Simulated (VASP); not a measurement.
Calculation: HSE06 screened hybrid with spin-orbit coupling, VASP's PBE PAW potentials (set 64) (plane waves; VASP).

The input files of a VASP run:

KPOINTS_OPT:
```
named points and PBE's band edges
8
Reciprocal
  0.000000   0.000000   0.000000 1 ! GAMMA
  0.000000   0.000000   0.500000 1 ! A
  0.333330   0.333330   0.000000 1 ! K
  0.333330   0.333330   0.500000 1 ! H
  0.500000   0.000000   0.000000 1 ! M
  0.500000   0.000000   0.500000 1 ! L
  0.444440   0.000000   0.500000 1 ! near an edge
  0.351850   0.296300   0.500000 1 ! near an edge
```

**KPOINTS**
```
Automatic mesh
0
Gamma
4 4 4
0 0 0
```

### POSCAR
```
Se
1
    2.2465513926    -3.8911411380     0.0000000000
    2.2465513926     3.8911411380     0.0000000000
    0.0000000000     0.0000000000     5.0579807062
Se
3
Direct
  0.0000000000   0.2204272221   0.6666670000
  0.7795727779   0.7795727779   0.0000000000
  0.2204272221   0.0000000000   0.3333330000
```

### INCAR
```
SYSTEM = Se
PREC = Accurate
ENCUT = 350
EDIFF = 1E-6
NELM = 60
ALGO = Normal
LREAL = .FALSE.
LASPH = .TRUE.
ISMEAR = 0
SIGMA = 0.05
GGA = PE
HFSCREEN = 0.2
AEXX = 0.25
LHFCALC = .TRUE.
PRECFOCK = Fast
ISYM = 3
LMAXMIX = 4
LWAVE = .FALSE.
LCHARG = .FALSE.
ISIF = 0
LSORBIT = .TRUE.
MAGMOM = 0 0 0 0 0 0 0 0 0
GGA_COMPAT = .FALSE.
```

POTCAR, in this order: Se (PBE.64 set). Program: vasp_ncl. Read from the step before: WAVECAR.

Output

File OUTCAR:
```
 ion  position               nearest neighbor table
   1  0.000  0.220  0.667-   2 2.41   3 2.41
   2  0.780  0.780  0.000-   1 2.41   3 2.41
   3  0.220  0.000  0.333-   2 2.41   1 2.41
  LATTYP: Found a hexagonal cell.
 ALAT       =     4.4931027715
 C/A-ratio  =     1.1257211249
 Subroutine PRICEL returns:
 Original cell was already a primitive cell.
 Subroutine GETGRP returns: Found  6 space group operations
The static configuration has the point symmetry C_2 .
 The point group associated with its full space group is D_3 .
The dynamic configuration has the point symmetry C_2 .
The overall configuration has the point symmetry C_2 .
 Subroutine INISYM returns: Found  6 space group operations
 Subroutine IBZKPT returns following result:
 Found     16 irreducible k-points:

 Following reciprocal coordinates:
            Coordinates               Weight
  0.000000  0.000000  0.000000      1.000000
  0.250000  0.000000  0.000000      6.000000
  0.500000  0.000000  0.000000      3.000000
  0.250000  0.250000  0.000000      3.000000
 -0.250000 -0.250000  0.000000      3.000000
  0.000000  0.000000  0.250000      2.000000
  0.250000  0.000000  0.250000      6.000000
  0.000000  0.250000  0.250000      6.000000
  0.500000  0.000000  0.250000      6.000000
  0.250000  0.250000  0.250000      6.000000
 -0.250000 -0.250000 -0.250000      6.000000
  0.000000  0.000000  0.500000      1.000000
  0.250000  0.000000  0.500000      6.000000
  0.500000  0.000000  0.500000      3.000000
  0.250000  0.250000  0.500000      3.000000
 -0.250000 -0.250000  0.500000      3.000000
 Subroutine IBZKPT_HF returns following result:
   k-points           NKPTS =     16   k-points in BZ     NKDIM =     64   number of bands    NBANDS=     26
   number of dos      NEDOS =    301   number of ions     NIONS =      3
   total plane-waves  NPLWV =  25088
...
```

**OSZICAR**
```
       N       E                     dE             d eps       ncg     rms          rms(c)
DAV:   1    -0.133406158822E+02   -0.13341E+02   -0.69109E-01   832   0.689E+00    0.204E+00
DAV:   2    -0.133505391511E+02   -0.99233E-02   -0.37002E-02   872   0.120E+00    0.128E+00
DAV:   3    -0.133482810849E+02    0.22581E-02   -0.28390E-03   886   0.337E-01    0.737E-01
DAV:   4    -0.133475018857E+02    0.77920E-03   -0.86346E-04   854   0.204E-01    0.390E-01
DAV:   5    -0.133472790526E+02    0.22283E-03   -0.19812E-04   860   0.103E-01    0.208E-01
DAV:   6    -0.133472111234E+02    0.67929E-04   -0.43398E-05   950   0.501E-02    0.112E-01
DAV:   7    -0.133471913816E+02    0.19742E-04   -0.13194E-05   910   0.280E-02    0.605E-02
DAV:   8    -0.133471863871E+02    0.49944E-05   -0.44196E-06   874   0.164E-02    0.325E-02
DAV:   9    -0.133471854965E+02    0.89065E-06   -0.13647E-06   518   0.947E-03
   1 F= -.13347185E+02 E0= -.13347185E+02  d E =-.160803E-10  mag=    -0.0000     0.0000     0.0000
       N       E                     dE             ncg
```

File OUTCAR:
```
------------------------ aborting loop because EDIFF is reached ----------------------------------------
  volume of cell :       88.43
      direct lattice vectors                 reciprocal lattice vectors
     2.246551393 -3.891141138  0.000000000     0.222563348 -0.128497010  0.000000000
     2.246551393  3.891141138  0.000000000     0.222563348  0.128497010  0.000000000
     0.000000000  0.000000000  5.057980706     0.000000000  0.000000000  0.197707358
 POSITION                                       TOTAL-FORCE (eV/Angst)
 -----------------------------------------------------------------------------------
      0.49520      0.85771      3.37199        -0.286055     -0.495462     -0.000000
      3.50270      0.00000      0.00000         0.572110     -0.000000      0.000000
      0.49520     -0.85771      1.68599        -0.286055      0.495462      0.000000
 -----------------------------------------------------------------------------------
    total drift:                               -0.000096      0.000005     -0.000048
  FREE ENERGIE OF THE ION-ELECTRON SYSTEM (eV)
  ---------------------------------------------------
  free  energy   TOTEN  =       -13.3471854965 eV

  energy  without entropy=      -13.3471854965  energy(sigma->0) =      -13.34718550

  exchange ACFDT corr.  =         0.00000000  see jH, gK, PRB 81, 115126

 Ion:    1  E_soc:     -0.0447027

 Ion:    2  E_soc:     -0.0447027

 Ion:    3  E_soc:     -0.0447027
```
(Selected blocks of OUTCAR.)

Without a dispersion term in the relaxation, distances and binding between the weakly bound layers, chains or molecules are unreliable, and so is what depends on them.

The compound is Se in the trig structure. It was relaxed first, which changed the volume by +8 %.
